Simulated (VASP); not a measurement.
Data:

```xyz
6
Lattice="4.7139 0.0000 0.0000 0.0000 4.7139 0.0000 0.0000 0.0000 3.1398" Properties=species:S:1:pos:R:3 pbc="T T T"
Zn     4.7139     4.7139     0.0000
Zn     2.3569     2.3569     1.5699
F      1.4291     1.4291     0.0000
F      3.7860     0.9278     1.5699
F      0.9278     3.7860     1.5699
F      3.2848     3.2848     3.1398
```

Level of theory: vdW-DF-cx, VASP's PBE PAW potentials (set 64) (plane waves; VASP 6.6.1). Run with 520 eV cut-off, 4×4×6 Γ-centred mesh, Gaussian smearing of 0.050 eV, potentials Zn F.

Task: The ions, cell shape and volume are relaxed. What does this cell relax into?

Result: 
```xyz
6
Lattice="4.7312 0.0000 0.0000 0.0000 4.7312 0.0000 0.0000 0.0000 3.1540" Properties=species:S:1:pos:R:3 pbc="T T T"
Zn     0.0000     0.0000     0.0000
Zn     2.3656     2.3656     1.5770
F      1.4341     1.4341     0.0000
F      3.7997     0.9315     1.5770
F      0.9315     3.7997     1.5770
F      3.2971     3.2971     0.0000
```
Space group P4_2/mnm (136), at a tolerance of 0.03 Å.

Task: How do energy and volume change from the first to the last step?

Result: The energy (σ→0) changes by -0.7 meV/atom and the volume by +1.2 %, in 3 ionic steps.

```csv
step,E(σ→0) (eV),max force (eV/Å),pressure (GPa),volume (Å³)
1,-9.5417,0.009,1.56,69.77
2,-9.5451,0.020,-0.52,70.92
3,-9.5456,0.012,0.01,70.60
```

The compound is ZnF2 in the rutile structure. This run relaxes it. Symmetry was kept, so distortions that lower it aren't found.
